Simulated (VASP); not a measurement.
Input of a VASP 6.6.1 run:

Contents of INCAR:

```
SYSTEM = YSb3
PREC = Accurate
ENCUT = 520
EDIFF = 1E-7
ISMEAR = -1
SIGMA = 0.1
LREAL = .FALSE.
LASPH = .TRUE.
NELM = 80
ALGO = Normal
ISIF = 2
LWAVE = .FALSE.
LCHARG = .TRUE.
GGA = PE
LELF = .TRUE.
LVHAR = .TRUE.
NBANDS = 21
```

The input KPOINTS:

```
regular mesh
0
G
  3 3 3
  0 0 0
```

The input POSCAR:

```
YSb3
1.0
    4.7603490000      0.0000000000      0.0000000000
    0.0000000000      4.7603490000      0.0000000000
    0.0000000000      0.0000000000      4.7603490000
Y Sb
1 3
Direct
    0.0004463958      0.0060222475     -0.0068169372
    0.0111834237      0.4872915830      0.5002292899
    0.5044176383      0.0063171839      0.5155063211
    0.4840729115      0.5019940765     -0.0107582448
```

Potentials or basis: VASP PAW PBE potentials, release 64 (Y_sv, Sb).

Launch:

```console
$ cat potpaw_PBE.64/Y_sv/POTCAR potpaw_PBE.64/Sb/POTCAR > POTCAR
$ mpirun -np 1 vasp_std > vasp.out
```

**Question.** What does it give for the band gap on the k mesh?

**Answer.** None (metal or under the smearing width).

**Question.** What does it give for the pressure?

**Answer.** 1.1 GPa.

Forces on the atoms (eV/Å):
```
Y   -0.136 -0.131  0.188
Sb  -0.313  0.280 -0.203
Sb   0.109 -0.257 -0.375
Sb   0.340  0.108  0.389
```

Caveat: the k mesh is coarse (spacing up to 0.44 Å⁻¹), so the values aren't converged. The run has no spin-orbit coupling, so splittings on Sb are missing.
